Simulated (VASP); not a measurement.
VASP input:

File KPOINTS:
```
Automatic mesh
0
Gamma
13 13 13
0 0 0
```

INCAR:
```
SYSTEM = Cu
PREC = Accurate
ENCUT = 400
EDIFF = 1E-6
NELM = 100
ALGO = Normal
LREAL = .FALSE.
LASPH = .TRUE.
ISMEAR = 1
SIGMA = 0.1
GGA = PE
LMAXMIX = 4
LWAVE = .FALSE.
LCHARG = .FALSE.
ISIF = 2
IBRION = 0
NSW = 3
TEBEG = 300
```

### POSCAR
```
Cu
1
    0.0000000000     1.8050000000     1.8050000000
    1.8050000000     0.0000000000     1.8050000000
    1.8050000000     1.8050000000     0.0000000000
Cu
1
Direct
  0.0000000000   0.0000000000   0.0000000000
```

POTCAR, in this order: Cu (PBE.64 set). Program: vasp_std.

The run wrote:

File standard output:
```
 POSCAR found type information on POSCAR Cu
 POSCAR found :  1 types and       1 ions
 Reading from existing POTCAR

 -----------------------------------------------------------------------------
|                                                                             |
|     EEEEEEE  RRRRRR   RRRRRR   OOOOOOO  RRRRRR      ###     ###     ###     |
|     E        R     R  R     R  O     O  R     R     ###     ###     ###     |
|     E        R     R  R     R  O     O  R     R     ###     ###     ###     |
|     EEEEE    RRRRRR   RRRRRR   O     O  RRRRRR       #       #       #      |
|     E        R   R    R   R    O     O  R   R                               |
|     E        R    R   R    R   O     O  R    R      ###     ###     ###     |
|     EEEEEEE  R     R  R     R  OOOOOOO  R     R     ###     ###     ###     |
|                                                                             |
|     Fatal error! IBRION=0, but no entry for POTIM on file INCAR. MUST       |
|     be specified!                                                           |
|                                                                             |
|       ---->  I REFUSE TO CONTINUE WITH THIS SICK JOB ... BYE!!! <----       |
|                                                                             |
 -----------------------------------------------------------------------------
```

Task: Read input and log: which fault does this run have?
A. POTIM is too large for the ionic optimiser
B. molecular dynamics (IBRION = 0) was asked for without POTIM
C. MAGMOM holds more values than there are atoms
D. NSW is too small for the relaxation to finish

Result: B, molecular dynamics (IBRION = 0) was asked for without POTIM. VASP stops with an error: Fatal error! IBRION=0, but no entry for POTIM on file INCAR. MUST be specified! ----> I REFUSE TO CONTINUE WITH THIS SICK JOB ... BYE!!! <----

To mend it, set POTIM to the time step in fs (1 to 2 fs suits most solids). The plain static run on this cell (PBE GGA, plane waves, VASP's PBE PAW potentials (set 64)) converges, and its OSZICAR ends with
```
   1 F= -.37272869E+01 E0= -.37272742E+01  d E =-.380546E-04
```

The compound is Cu in the fcc structure. The cell was not relaxed at this level.
